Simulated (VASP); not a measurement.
Output of a VASP run:

### OSZICAR
```
       N       E                     dE             d eps       ncg     rms          rms(c)
DAV:   1     0.684650134819E+03    0.68465E+03   -0.25132E+04  3304   0.200E+03
DAV:   2     0.453032120190E+02   -0.63935E+03   -0.62006E+03  3640   0.579E+02
DAV:   3    -0.669767751284E+02   -0.11228E+03   -0.10872E+03  5072   0.214E+02
DAV:   4    -0.722591651938E+02   -0.52824E+01   -0.52766E+01  4552   0.490E+01
DAV:   5    -0.724821712227E+02   -0.22301E+00   -0.22295E+00  4628   0.820E+00    0.330E+01
DAV:   6    -0.567162422192E+02    0.15766E+02   -0.11141E+02  4236   0.103E+02    0.122E+01
DAV:   7    -0.563003513303E+02    0.41589E+00   -0.15410E+01  4308   0.311E+01    0.825E+00
DAV:   8    -0.563540082176E+02   -0.53657E-01   -0.35353E+00  4208   0.183E+01    0.379E+00
DAV:   9    -0.562119827021E+02    0.14203E+00   -0.14468E+00  4472   0.111E+01    0.116E+00
DAV:  10    -0.562198019165E+02   -0.78192E-02   -0.12203E-01  4036   0.262E+00    0.359E-01
DAV:  11    -0.562176947310E+02    0.21072E-02   -0.16619E-02  4004   0.858E-01    0.597E-02
DAV:  12    -0.562178914386E+02   -0.19671E-03   -0.15356E-03  4668   0.389E-01    0.113E-01
DAV:  13    -0.562177829700E+02    0.10847E-03   -0.66812E-04  4588   0.224E-01    0.141E-02
DAV:  14    -0.562177866961E+02   -0.37261E-05   -0.23039E-05  4248   0.378E-02    0.444E-03
DAV:  15    -0.562177869918E+02   -0.29567E-06   -0.75907E-07  2304   0.914E-03
   1 F= -.56217787E+02 E0= -.56217787E+02  d E =-.562178E+02
       N       E                     dE             d eps       ncg     rms          rms(c)
DAV:   1    -0.562187253220E+02   -0.93863E-03   -0.14209E-01  3880   0.324E+00    0.294E-01
DAV:   2    -0.562180971548E+02    0.62817E-03   -0.49084E-03  4096   0.649E-01    0.133E-01
DAV:   3    -0.562178812173E+02    0.21594E-03   -0.14081E-03  4196   0.279E-01    0.290E-02
DAV:   4    -0.562178945885E+02   -0.13371E-04   -0.25185E-04  4288   0.819E-02    0.253E-02
DAV:   5    -0.562178995396E+02   -0.49511E-05   -0.11850E-05  4368   0.341E-02    0.165E-02
DAV:   6    -0.562179118040E+02   -0.12264E-04   -0.21872E-05  5736   0.261E-02    0.778E-03
DAV:   7    -0.562179133683E+02   -0.15643E-05   -0.18316E-06  2716   0.114E-02    0.224E-03
DAV:   8    -0.562179137979E+02   -0.42962E-06   -0.67516E-07  1988   0.636E-03
   2 F= -.56217914E+02 E0= -.56217914E+02  d E =-.126806E-03
       N       E                     dE             d eps       ncg     rms          rms(c)
DAV:   1    -0.562180624213E+02   -0.14905E-03   -0.16513E-02  3868   0.110E+00    0.100E-01
DAV:   2    -0.562179918625E+02    0.70559E-04   -0.57691E-04  4164   0.222E-01    0.455E-02
DAV:   3    -0.562179662921E+02    0.25570E-04   -0.16224E-04  4168   0.934E-02    0.999E-03
DAV:   4    -0.562179668886E+02   -0.59642E-06   -0.29785E-05  4152   0.280E-02    0.879E-03
DAV:   5    -0.562179670564E+02   -0.16787E-06   -0.11657E-06  2104   0.124E-02
   3 F= -.56217967E+02 E0= -.56217967E+02  d E =-.180065E-03
       N       E                     dE             d eps       ncg     rms          rms(c)
DAV:   1    -0.562179688325E+02   -0.19440E-05   -0.47021E-04  3748   0.190E-01    0.158E-02
DAV:   2    -0.562179671090E+02    0.17235E-05   -0.13506E-05  3744   0.371E-02    0.650E-03
DAV:   3    -0.562179666461E+02    0.46297E-06   -0.46298E-06  3972   0.149E-02
   4 F= -.56217967E+02 E0= -.56217967E+02  d E =-.179654E-03
```

File OUTCAR:
```
------------------------ aborting loop because EDIFF is reached ----------------------------------------
  FORCE on cell =-STRESS in cart. coord.  units (eV):
  Direction    XX          YY          ZZ          XY          YZ          ZX
  --------------------------------------------------------------------------------------
  Total        0.0115447      0.0115447      0.0888247      0.0000000      0.0000000      0.0000000
  in kB        0.2720943      0.2720943      2.0934842      0.0000000      0.0000000      0.0000000
  external PRESSURE =       0.8792243 kB  Pullay stress =       0.0000000 kB
  volume of cell :       67.98
      direct lattice vectors                 reciprocal lattice vectors
    -1.888377362  1.888377362  4.765816422     0.000000000  0.264777586  0.104913819
     1.888377362 -1.888377362  4.765816422     0.264777586  0.000000000  0.104913819
     1.888377362  1.888377362 -4.765816422     0.264777586  0.264777586  0.000000000
 POSITION                                       TOTAL-FORCE (eV/Angst)
 -----------------------------------------------------------------------------------
      0.00000      1.88838      2.38291        -0.000000     -0.000000      0.000000
      0.00000      0.00000      0.00000        -0.000000     -0.000000      0.000000
      0.00000      1.88838      0.39989        -0.000000      0.000000      0.015684
      0.00000      0.00000      7.54861         0.000000     -0.000000      0.015684
      0.00000      0.00000      1.98302         0.000000     -0.000000     -0.015684
      0.00000      1.88838      4.36593        -0.000000      0.000000     -0.015684
 -----------------------------------------------------------------------------------
    total drift:                                0.000000      0.000000     -0.000000
  FREE ENERGIE OF THE ION-ELECTRON SYSTEM (eV)
  ---------------------------------------------------
  free  energy   TOTEN  =       -56.2179666461 eV

  energy  without entropy=      -56.2179666461  energy(sigma->0) =      -56.21796665

 reached required accuracy - stopping structural energy minimisation
```
(Selected blocks of OUTCAR.)

### POSCAR
```
TiO2
1
   -1.8888266861     1.8888266861     4.7684147952
    1.8888266861    -1.8888266861     4.7684147952
    1.8888266861     1.8888266861    -4.7684147952
Ti O
2 4
Direct
  0.7500000000   0.2500000000   0.5000000000
  0.0000000000   0.0000000000   0.0000000000
  0.5418180818   0.0418180818   0.5000000000
  0.7918180818   0.7918180818   0.0000000000
  0.2081819182   0.2081819182   1.0000000000
  0.9581819182   0.4581819182   0.5000000000
```

Problem. Write an INCAR and KPOINTS that could have produced this output.

Solution. Several could match; the one computed here: the input of the run itself, PBEsol GGA, plane waves, VASP's PBE PAW potentials (set 64).

KPOINTS:
```
Automatic mesh
0
Gamma
8 8 8
0 0 0
```

**INCAR**
```
ALGO = Normal
EDIFF = 1E-6
EDIFFG = -0.02
ENCUT = 520
GGA = PS
IBRION = 2
ISIF = 3
ISMEAR = 0
LASPH = .TRUE.
LCHARG = .FALSE.
LMAXMIX = 4
LREAL = .FALSE.
LWAVE = .FALSE.
NELM = 100
NSW = 60
PREC = Accurate
SIGMA = 0.05
SYSTEM = TiO2
```

POTCAR, in this order: Ti_sv O (PBE.64 set). Program: vasp_std.

The compound is TiO2 in the anatase structure, one of several forms; rutile is the usual stable one. This run relaxes it. Symmetry was kept, so distortions that lower it aren't found. The start is the result of an earlier pass.
